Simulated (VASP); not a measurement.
# Mg6AlMo (Amm2) in VASP: equation of state

How stiff is Mg6AlMo in PBE, and what volume does it want? The cell is scaled to several volumes.

All numbers are computed with VASP 6.6.1; they aren't measurements. Logs are shortened: lines on timing, memory, paths and dates and some standing lists are left out, and cuts for length are marked.

### 1 Starting point

It takes space group Amm2 (No. 38, orthorhombic). Conventional cell: a = 4.818 Å, b = 6.157 Å, c = 10.642 Å, α = 90.00°, β = 90.00°, γ = 90.00°. Mo (site symmetry mm2) has 2 Al at 2.83 Å and 10 Mg at 2.97 to 3.17 Å as nearest neighbours. Al (site symmetry mm2) has 2 Mo at 2.83 Å and 8 Mg at 2.83 to 3.08 Å as nearest neighbours. Around Mg (site symmetry mm2) lie 10 Mg at 3.00 to 3.10 Å and 2 Mo at 3.08 Å. Mg (site symmetry m) has 2 Mo at 2.98 to 3.17 Å and 8 Mg at 3.01 to 3.13 Å and 2 Al at 3.05 Å as nearest neighbours. Around Mg (site symmetry mm2) lie 10 Mg at 3.00 to 3.08 Å and 2 Al at 3.08 Å. Mg (site symmetry m) has 1 Al at 2.83 Å and 8 Mg at 2.93 to 3.23 Å and 2 Mo at 2.97 Å as nearest neighbours.

The cell comes from a database or a generator and needn't be the stable form of this composition.

### 2 Equation of state, PBE, 18.55 Å³/atom (volume scaled by 0.94)

File INCAR:

```
SYSTEM = Mg6AlMo
PREC     = Accurate       ! precision mode
ENCUT    = 520            ! plane-wave cutoff, eV
EDIFF    = 1E-7           ! SCF threshold, eV
ISMEAR   = -1             ! smearing method
SIGMA    = 0.05           ! smearing width, eV
LREAL    = .FALSE.        ! projectors in reciprocal space
LASPH    = .TRUE.         ! aspherical terms in the spheres
NELM     = 60             ! most SCF steps
ALGO     = Normal         ! electronic algorithm
ISIF     = 2              ! what is computed and relaxed
LWAVE    = .FALSE.        ! write WAVECAR
LCHARG   = .FALSE.        ! write CHGCAR
GGA      = PE             ! functional
NBANDS   = 24             ! bands
```

File KPOINTS:

```
Automatic mesh
0
G
  6 5 5
  0 0 0
```

File POSCAR:

```
Mg6AlMo
1.0
    4.7199838290      0.0000000000      0.0000000000
    0.0000000000      3.0156122441      5.2125966220
    0.0000000000     -3.0156122441      5.2125966220
Mo Al Mg
1 1 6
Direct
    0.5000000000      0.6761230000      0.6761230000
    0.0000000000      0.8150990000      0.8150990000
    0.5000000000      0.1660790000      0.1660790000
    0.5000000000      0.6720130000      0.1628310000
    0.5000000000      0.1628310000      0.6720130000
    0.0000000000      0.3335200000      0.3335200000
    0.0000000000      0.8247220000      0.3496120000
    0.0000000000      0.3496120000      0.8247220000
```

Potentials or basis: VASP PAW PBE potentials, release 64 (Mo_sv, Al, Mg).

Started as:

```
> cat potpaw_PBE.64/Mo_sv/POTCAR potpaw_PBE.64/Al/POTCAR potpaw_PBE.64/Mg/POTCAR > POTCAR
> mpirun -np 1 vasp_std > vasp.out
```

OUTCAR:

```text
SYSTEM = Mg6AlMo
   PREC = Accurate
   ENCUT = 520
   EDIFF = 1E-7
   ISMEAR = -1
   LREAL = .FALSE.
   LASPH = .TRUE.
   NELM = 60
   ISIF = 2
   GGA = PE

 Found     36 irreducible k-points:

 Following reciprocal coordinates:
            Coordinates               Weight
  0.000000  0.000000  0.000000      1.000000
  0.166667  0.000000  0.000000      2.000000
  0.333333  0.000000  0.000000      2.000000
  0.500000  0.000000  0.000000      1.000000
  0.000000  0.200000  0.000000      4.000000
  0.166667  0.200000  0.000000      8.000000
   k-points           NKPTS =     36   k-points in BZ     NKDIM =     36   number of bands    NBANDS=     24
   number of dos      NEDOS =    301   number of ions     NIONS =      8
   total plane-waves  NPLWV =  82944
   dimension x,y,z NGX =    36 NGY =   48 NGZ =   48
   dimension x,y,z NGXF=    72 NGYF=   96 NGZF=   96
   ions per type =               1   1   6
   NGX,Y,Z   is equivalent  to a cutoff of  12.68, 13.25, 13.25 a.u.
   NGXF,Y,Z  is equivalent  to a cutoff of  25.36, 26.50, 26.50 a.u.
 SYSTEM =  Mg6AlMo
   PREC   = accura    normal or accurate (medium, high low for compatibility)
   ISTART =      0    job   : 0-new  1-cont  2-samecut
   ICHARG =      2    charge: 1-file 2-atom 10-const
   ISPIN  =      1    spin polarized calculation?
   LNONCOLLINEAR =      F non collinear calculations
   LSORBIT =      F    spin-orbit coupling
   LASPH  =      T    aspherical Exc in radial PAW
   ENCUT  =  520.0 eV  38.22 Ry    6.18 a.u.   8.78 11.20 11.20*2*pi/ulx,y,z
   NELM   =     60;   NELMIN=  2; NELMDL= -5     # of ELM steps
   EDIFF  = 0.1E-06   stopping-criterion for ELM
   LREAL  =      F    real-space projection
[... 7 lines left out ...]
   TEBEG  =    0.0;   TEEND  =   0.0 temperature during run
   PSTRESS=    0.0 pullay stress
   NELECT =      29.0000    total number of electrons
   NUPDOWN=      -1.0000    fix difference up-down
   EMIN   =  10.00;   EMAX   =-10.00  energy-range for DOS
   EFERMI =   0.00;   METHOD = LEGACY
   ISMEAR =    -1;   SIGMA  =   0.05  broadening in eV -4-tet -1-fermi 0-gaus
   EFERMI_NEDOS =   21; number of points for ismear=-14 and -15
   IALGO  =     38    algorithm
   IMIX   =      4    mixing-type and parameters
     AMIX     =   0.40;   BMIX     =  1.00
     AMIX_MAG =   1.60;   BMIX_MAG =  1.00
  volume/ion in A,a.u.               =      18.55       125.17
  Fermi-wavevector in a.u.,A,eV,Ry     =   0.950038  1.795311 12.280230  0.902571
  Thomas-Fermi vector in A             =   2.078377
   LORBIT       =      0    0 simple, 1 ext, 2 COOP (PROOUT), +10 PAW based schemes
   GGA     = PE    functional components
   LHFCALC =     F    Hartree Fock is set to
   AEXX    =    0.0000 exact exchange contribution
   IVDW    =     0    specifies the selected vdW correction
   LEPSILON=     F    determine dielectric tensor
   LRPA    =     F    only Hartree local field effects (RPA)
 non-spin polarized calculation
  energy-cutoff  :      520.00
  volume of cell :      148.39
 maximum number of plane-waves:      4038
 NGX is ok and might be reduce to    36
   NGX = 17   NGY = 23   NGZ = 23

 number of electron      28.9999999 magnetization

 Free energy of the ion-electron system (eV)
  ---------------------------------------------------
  ext. energy  EPLUGINS =         0.00000000
  ---------------------------------------------------
  free energy    TOTEN  =       -22.38120357 eV

  energy without entropy =      -22.34134596  energy(sigma->0) =      -22.36127476

 E-fermi :   4.7225     XC(G=0):  -9.6414

 val. band max:        4.7105671259   @ k =   0.5000   0.4000   0.2000
 cond. band min:       4.7272874215   @ k =   0.1667   0.2000   0.2000
 fundamental gap:      0.0167202956
 Fermi energy:         4.7224551282

 k-point     1 :       0.0000    0.0000    0.0000
  band No.  band energies     occupation
      1     -55.5789      2.00000
      2     -29.6939      2.00000
      3     -29.6875      2.00000
      4     -29.6613      2.00000
      5      -3.2514      2.00000
      6       0.9366      2.00000
      7       1.5768      2.00000
      8       1.5871      2.00000
      9       2.2551      2.00000
     10       2.5115      2.00000
     11       2.7464      2.00000
     12       2.9756      2.00000
     13       3.8536      2.00000
     14       3.8567      2.00000
     15       4.0128      2.00000
     16       5.2859      0.00003
     17       5.3221      0.00001
     18       6.4595      0.00000
     19       7.8001      0.00000
     20       8.0539      0.00000
     21       8.1779      0.00000
     22       8.8740      0.00000
     23       8.9838      0.00000
     24       9.0162      0.00000

 k-point     2 :       0.1667    0.0000    0.0000
  band No.  band energies     occupation
      1     -55.5789      2.00000
      2     -29.6938      2.00000
      3     -29.6874      2.00000
      4     -29.6620      2.00000
      5      -3.0616      2.00000
      6       0.7945      2.00000
      7       1.7214      2.00000
      8       1.7276      2.00000
      9       2.0870      2.00000
     10       2.3383      2.00000
     11       2.5978      2.00000
     12       2.7214      2.00000
     13       3.7372      2.00000
     14       4.1050      1.99999
     15       4.8944      0.06215
     16       4.9926      0.00897
     17       5.0192      0.00527
     18       6.6769      0.00000
     19       7.0029      0.00000
     20       7.5679      0.00000
     21       7.7181      0.00000
     22       7.7203      0.00000
     23       8.3389      0.00000
     24       8.5326      0.00000

 k-point     3 :       0.3333    0.0000    0.0000
  band No.  band energies     occupation
      1     -55.5789      2.00000
      2     -29.6937      2.00000
      3     -29.6872      2.00000
      4     -29.6635      2.00000
      5      -2.5164      2.00000
      6      -0.2243      2.00000
      7       1.8451      2.00000
      8       2.0431      2.00000
      9       2.3535      2.00000
     10       2.5606      2.00000
     11       2.7503      2.00000
     12       3.0450      2.00000
     13       3.8445      2.00000
     14       4.1540      1.99998
     15       4.2230      1.99991
     16       4.3605      1.99856
     17       4.9193      0.03827
     18       5.3095      0.00002
     19       6.2576      0.00000
     20       7.3097      0.00000
     21       7.4384      0.00000
     22       7.4395      0.00000
     23       7.7804      0.00000
     24       9.0627      0.00000

 k-point     4 :       0.5000    0.0000    0.0000
  band No.  band energies     occupation
      1     -55.5788      2.00000
      2     -29.6936      2.00000
      3     -29.6872      2.00000
      4     -29.6642      2.00000
      5      -1.9240      2.00000
      6      -1.0891      2.00000
      7       1.9007      2.00000
      8       2.2103      2.00000
      9       2.8360      2.00000
     10       2.9888      2.00000
     11       3.1074      2.00000
     12       3.4150      2.00000
     13       3.5679      2.00000
     14       3.5977      2.00000
     15       3.9179      2.00000
     16       4.3753      1.99807
     17       4.3753      1.99807
     18       4.4527      1.99096
     19       6.0782      0.00000
     20       6.9380      0.00000
     21       7.3723      0.00000
     22       7.3926      0.00000
     23       7.4260      0.00000
     24      11.3635      0.00000

 k-point     5 :       0.0000    0.2000    0.0000
  band No.  band energies     occupation
      1     -55.5789      2.00000
      2     -29.6940      2.00000
      3     -29.6875      2.00000
      4     -29.6613      2.00000
      5      -3.0374      2.00000
      6       0.0460      2.00000
      7       0.9914      2.00000
      8       1.4324      2.00000
      9       2.5187      2.00000
     10       2.9284      2.00000
     11       2.9806      2.00000
     12       3.6728      2.00000
     13       3.7156      2.00000
     14       4.2592      1.99981
     15       4.3628      1.99850
     16       5.3484      0.00001
     17       5.6125      0.00000
     18       6.4054      0.00000
     19       6.8747      0.00000
     20       8.0551      0.00000
     21       8.2252      0.00000
     22       8.3371      0.00000
     23       8.6975      0.00000
     24       9.2546      0.00000

 k-point     6 :       0.1667    0.2000    0.0000
  band No.  band energies     occupation
      1     -55.5789      2.00000
      2     -29.6939      2.00000
      3     -29.6874      2.00000
      4     -29.6620      2.00000
      5      -2.8495      2.00000
      6       0.1753      2.00000
      7       1.0645      2.00000
      8       1.5414      2.00000
      9       1.7723      2.00000
     10       2.8041      2.00000
     11       3.1180      2.00000
     12       3.5577      2.00000
     13       3.8474      2.00000
     14       3.9030      2.00000
     15       4.7845      0.44860
     16       5.1414      0.00046
     17       5.5051      0.00000
     18       6.6316      0.00000
     19       6.7119      0.00000
     20       7.3145      0.00000
     21       7.6083      0.00000
     22       8.4970      0.00000
     23       8.6734      0.00000
     24       9.1434      0.00000

 [... further k-points ...]
[... 5 lines left out ...]
  --------------------------------------------------------------------------------------
  -------------------------------------------------------------------------------------
  Total        4.1809717      3.4395533      4.1289033      0.0000000      0.0000000      0.0000000
  in kB       45.1427161     37.1374865     44.5805246      0.0000000      0.0000000      0.0000000
  external PRESSURE =      42.2869091 kB  Pullay stress =       0.0000000 kB

 VOLUME and BASIS-vectors are now :
 -----------------------------------------------------------------------------
  energy-cutoff  :      520.00
  volume of cell :      148.39
      direct lattice vectors                 reciprocal lattice vectors
     4.719983829  0.000000000  0.000000000     0.211865133  0.000000000  0.000000000
     0.000000000  3.015612244  5.212596622     0.000000000  0.165803810  0.095921483
     0.000000000 -3.015612244  5.212596622     0.000000000 -0.165803810  0.095921483

 POSITION                                       TOTAL-FORCE (eV/Angst)
 -----------------------------------------------------------------------------------
      2.35999      0.00000      7.04871         0.000000      0.000000     -0.086057
      0.00000      0.00000      8.49756         0.000000      0.000000      0.176619
      2.35999      0.00000      1.73141         0.000000      0.000000      0.037431
      2.35999      1.53550      4.35171         0.000000     -0.031467      0.090414
      2.35999     -1.53550      4.35171         0.000000      0.031467      0.090414
      0.00000      0.00000      3.47701         0.000000      0.000000     -0.015371
      0.00000      1.43275      6.12133         0.000000      0.129056     -0.146725
      0.00000     -1.43275      6.12133         0.000000     -0.129056     -0.146725
 -----------------------------------------------------------------------------------
    total drift:                                0.000000     -0.000000      0.000171

  FREE ENERGIE OF THE ION-ELECTRON SYSTEM (eV)
  ---------------------------------------------------
  free  energy   TOTEN  =       -22.3812035742 eV

  energy  without entropy=      -22.3413459558  energy(sigma->0) =      -22.36127476
```

Wall time 1.9 min (1 thread of Intel Xeon Platinum 8488C (Sapphire Rapids), shared host); peak memory 0.34 GiB.

What came out:

| Property | Result |
| --- | --- |
| Free energy | -22.3812 eV |
| Pressure | 4.2 GPa |
| Largest force | 0.195 eV/Å |
| Band gap on the k mesh | none (metal or under the smearing width) |

### 3 Equation of state, PBE, 18.94 Å³/atom (volume scaled by 0.96)

INCAR: that of step 2 with these lines changed.

```diff
@@ -8,3 +8,3 @@
 LASPH    = .TRUE.         ! aspherical terms in the spheres
-NELM     = 60             ! most SCF steps
+NELM     = 100            ! most SCF steps
 ALGO     = Normal         ! electronic algorithm
```

KPOINTS is that of step 2.

POSCAR: that of step 2 with these lines changed.

```diff
@@ -2,5 +2,5 @@
 1.0
-    4.7199838290      0.0000000000      0.0000000000
-    0.0000000000      3.0156122441      5.2125966220
-    0.0000000000     -3.0156122441      5.2125966220
+    4.7532242469      0.0000000000      0.0000000000
+    0.0000000000      3.0368496498      5.2493062584
+    0.0000000000     -3.0368496498      5.2493062584
 Mo Al Mg
```

Potentials or basis: VASP PAW PBE potentials, release 64 (Mo_sv, Al, Mg).

Started as:

```
> cat potpaw_PBE.64/Mo_sv/POTCAR potpaw_PBE.64/Al/POTCAR potpaw_PBE.64/Mg/POTCAR > POTCAR
> mpirun -np 1 vasp_std > vasp.out
```

Wall time 2.1 min (1 thread of Intel Xeon Platinum 8488C (Sapphire Rapids), shared host); peak memory 0.35 GiB.

It converged, with:

* Free energy: -22.4494 eV
* Pressure: 2.7 GPa
* Largest force: 0.148 eV/Å
* Band gap on the k mesh: none (metal or under the smearing width)

### 4 Equation of state, PBE, 19.34 Å³/atom (volume scaled by 0.98)

File INCAR:

```
SYSTEM = Mg6AlMo
PREC = Accurate ; ENCUT = 520
EDIFF = 1E-7 ; ISMEAR = -1
SIGMA = 0.05 ; LREAL = .FALSE.
LASPH = .TRUE. ; NELM = 100
ALGO = Normal ; ISIF = 2
LWAVE = .FALSE. ; LCHARG = .FALSE.
GGA = PE ; NBANDS = 24
```

File KPOINTS:

```
regular mesh
0
G
  6 5 5
  0 0 0
```

POSCAR: that of step 3 with these lines changed.

```diff
@@ -2,5 +2,5 @@
 1.0
-    4.7532242469      0.0000000000      0.0000000000
-    0.0000000000      3.0368496498      5.2493062584
-    0.0000000000     -3.0368496498      5.2493062584
+    4.7860061397      0.0000000000      0.0000000000
+    0.0000000000      3.0577941023      5.2855095145
+    0.0000000000     -3.0577941023      5.2855095145
 Mo Al Mg
```

Started as:

```
> cat potpaw_PBE.64/Mo_sv/POTCAR potpaw_PBE.64/Al/POTCAR potpaw_PBE.64/Mg/POTCAR > POTCAR
> mpirun -np 1 vasp_std > vasp.out
```

It took 2.2 min on 1 thread of Intel Xeon Platinum 8488C (Sapphire Rapids), shared host; peak memory 0.35 GiB.

It converged, with:

| Quantity | Value |
| --- | --- |
| Free energy | -22.4888 eV |
| Pressure | 1.3 GPa |
| Largest force | 0.105 eV/Å |
| Band gap on the k mesh | none (metal or under the smearing width) |

### 5 Equation of state, PBE, 20.13 Å³/atom (volume scaled by 1.02)

File INCAR:

```
SYSTEM = Mg6AlMo
PREC = Accurate ; ENCUT = 520
EDIFF = 1E-7 ; ISMEAR = -1
SIGMA = 0.05 ; LREAL = .False.
LASPH = .True. ; NELM = 60
ALGO = Normal ; ISIF = 2
LWAVE = .False. ; LCHARG = .False.
GGA = PE ; NBANDS = 24
```

File KPOINTS:

```
regular mesh
0
Gamma
  6 5 5
  0 0 0
```

POSCAR: that of step 4 with these lines changed.

```diff
@@ -2,5 +2,5 @@
 1.0
-    4.7860061397      0.0000000000      0.0000000000
-    0.0000000000      3.0577941023      5.2855095145
-    0.0000000000     -3.0577941023      5.2855095145
+    4.8502554995      0.0000000000      0.0000000000
+    0.0000000000      3.0988432167      5.3564644177
+    0.0000000000     -3.0988432167      5.3564644177
 Mo Al Mg
```

Started as:

```
> cat potpaw_PBE.64/Mo_sv/POTCAR potpaw_PBE.64/Al/POTCAR potpaw_PBE.64/Mg/POTCAR > POTCAR
> mpirun -np 1 vasp_std > vasp.out
```

Wall time 2.4 min (1 thread of Intel Xeon Platinum 8488C (Sapphire Rapids), shared host); peak memory 0.35 GiB.

Results (log left out):

- Free energy: -22.4920 eV
- Pressure: -1.1 GPa
- Largest force: 0.087 eV/Å
- Band gap on the k mesh: none (metal or under the smearing width)

### 6 Equation of state, PBE, 20.52 Å³/atom (volume scaled by 1.04)

File INCAR:

```
  PREC = Accurate
  ENCUT = 520
  EDIFF = 1E-7
  ISMEAR = -1
  SIGMA = 0.05
  LREAL = F
  LASPH = T
  NELM = 60
  ALGO = Normal
  ISIF = 2
  LWAVE = F
  LCHARG = F
  GGA = PE
  NBANDS = 24
```

File KPOINTS:

```
regular mesh
0
Gamma
  6 5 5
```

POSCAR: that of step 5 with these lines changed.

```diff
@@ -2,5 +2,5 @@
 1.0
-    4.8502554995      0.0000000000      0.0000000000
-    0.0000000000      3.0988432167      5.3564644177
-    0.0000000000     -3.0988432167      5.3564644177
+    4.8817515476      0.0000000000      0.0000000000
+    0.0000000000      3.1189661391      5.3912476289
+    0.0000000000     -3.1189661391      5.3912476289
 Mo Al Mg
```

Potentials or basis: VASP PAW PBE potentials, release 64 (Mo_sv, Al, Mg).

Started as:

```
> cat potpaw_PBE.64/Mo_sv/POTCAR potpaw_PBE.64/Al/POTCAR potpaw_PBE.64/Mg/POTCAR > POTCAR
> mpirun -np 1 vasp_std > vasp.out
```

It took 2 min on 1 thread of Intel Xeon Platinum 8488C (Sapphire Rapids), shared host; peak memory 0.36 GiB.

It converged, with:

```yaml
Free_energy: -22.4606 eV
Pressure: -2.1 GPa
Largest_force: 0.141 eV/Å
Band_gap_on_the_k_mesh: none (metal or under the smearing width)
```

### 7 Equation of state, PBE, 20.92 Å³/atom (volume scaled by 1.06)

File INCAR:

```
PREC = Accurate
ENCUT = 520
EDIFF = 1E-7
ISMEAR = -1
SIGMA = 0.05
LREAL = False
LASPH = True
NELM = 100
ALGO = Normal
ISIF = 2
LWAVE = False
LCHARG = False
GGA = PE
NBANDS = 24
```

KPOINTS is that of step 6.

POSCAR: that of step 6 with these lines changed.

```diff
@@ -2,5 +2,5 @@
 1.0
-    4.8817515476      0.0000000000      0.0000000000
-    0.0000000000      3.1189661391      5.3912476289
-    0.0000000000     -3.1189661391      5.3912476289
+    4.9128463449      0.0000000000      0.0000000000
+    0.0000000000      3.1388327011      5.4255877116
+    0.0000000000     -3.1388327011      5.4255877116
 Mo Al Mg
```

Started as:

```
> cat potpaw_PBE.64/Mo_sv/POTCAR potpaw_PBE.64/Al/POTCAR potpaw_PBE.64/Mg/POTCAR > POTCAR
> mpirun -np 1 vasp_std > vasp.out
```

It took 2.6 min on 1 thread of Intel Xeon Platinum 8488C (Sapphire Rapids), shared host; peak memory 0.37 GiB.

Results (log left out):

```yaml
Free_energy: -22.4101 eV
Pressure: -3.0 GPa
Largest_force: 0.190 eV/Å
Band_gap_on_the_k_mesh: none (metal or under the smearing width)
```

### 8 Equation of state, PBE

Potentials or basis: VASP PAW PBE potentials, release 64 (Mo_sv, Al, Mg).

This step only gathers the single runs of the series.

Results:

```
Equilibrium volume                        : 19.75 Å³/atom
Bulk modulus at fixed shape and positions : 59 GPa
Pressure derivative of the bulk modulus   : 4.1
```

Energy against volume, from the lowest point:
```csv
volume (Å³/atom),energy (meV/atom)
18.549,15.12
18.943,6.60
19.338,1.67
19.733,0.00
20.127,1.27
20.522,5.19
20.916,11.51
```

Caveat: the cell was scaled at fixed shape and fractional positions, which overstates the stiffness of a crystal with free parameters, most of all of layers and chains.
